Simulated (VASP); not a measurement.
```
BaS
1.0
    0.00000     3.25890     3.25890
    3.25890     0.00000     3.25890
    3.25890     3.25890     0.00000
Ba S
1 1
Cartesian
  0.00000   0.00000   0.00000
  3.25890   3.25890   3.25890
```

The base run (VASP): PBE GGA, plane waves, VASP's PBE PAW potentials (set 64). Run with 400 eV cut-off, 6×6×6 Γ-centred mesh, Gaussian smearing of 0.050 eV, potentials Ba_sv S.

One setting is varied; ΔE counts from the base run. The base run took about 6 core-seconds. Costs are core time on shared hosts, one run each; read them as rough ratios.

Pressures at a finite cut-off, here 400 eV, hold a Pulay part, which wasn't tested here.

| setting | cost over the base run | electronic steps | ΔE (meV/atom) | pressure (GPa) |
|---|---|---|---|---|
| KPOINTS 2×2×2 Monkhorst-Pack mesh | about 1/2 | 13 | -50.5 | -1.71 |
| KPOINTS 5×5×5 Monkhorst-Pack mesh | within a factor of 2 | 13 | 0.3 | -1.10 |
| base run | reference | 13 | 0.0 | -1.10 |
| KPOINTS 7×7×7 Monkhorst-Pack mesh | within a factor of 2 | 13 | 0.0 | -1.10 |
| KPOINTS 8×8×8 Monkhorst-Pack mesh | about 3 times | 13 | -0.1 | -1.11 |

Left out are runs that failed, have no time on record or changed the cell.

The compound is BaS in the rock salt structure. The cell was not relaxed at this level.
